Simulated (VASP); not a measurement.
```yaml
crystal:
  lattice:
    - [0.00000, 3.45038, 3.45038]
    - [3.45038, 0.00000, 3.45038]
    - [3.45038, 3.45038, 0.00000]
  atoms:
    - { symbol: Mg, position: [0.75000, 0.75000, 0.75000] }
    - { symbol: Cu, position: [0.87350, 0.37550, 0.37550] }
    - { symbol: Cu, position: [0.37550, 0.37550, 0.87350] }
    - { symbol: Cu, position: [0.37550, 0.87350, 0.37550] }
    - { symbol: Cu, position: [0.37550, 0.37550, 0.37550] }
    - { symbol: Sn, position: [0.00000, 0.00000, 0.00000] }
```

Method: PBEsol GGA, VASP's PBE PAW potentials (set 64) (plane waves; VASP 6.6.1). Run with 300 eV cut-off, 9×9×9 Γ-centred mesh, Fermi-Dirac smearing of 0.10 eV, potentials Mg Cu Sn_d.

At this cut-off the stress carries a Pulay error, which pulls relaxed volumes low. Unless said otherwise, spin-orbit coupling is left out, though it shifts the bands of the heavy elements here.

Q: Predict the energy per atom (σ→0), pressure, band gap (on the k-mesh) with the smallest direct gap where there is one.

A: 
```
Item                                                        Result
------------------------  ----------------------------------------
band gap (on the k-mesh)  none (metal, semimetal or under 0.01 eV)
energy per atom (σ→0)                               -4.009 eV/atom
pressure                                                  2.01 GPa
```

Only differences to runs with the same potentials and settings are physical.

The structure comes from a computed database's MgCu4Sn entry; how it stands against other phases isn't given here. The cell was not relaxed at this level.
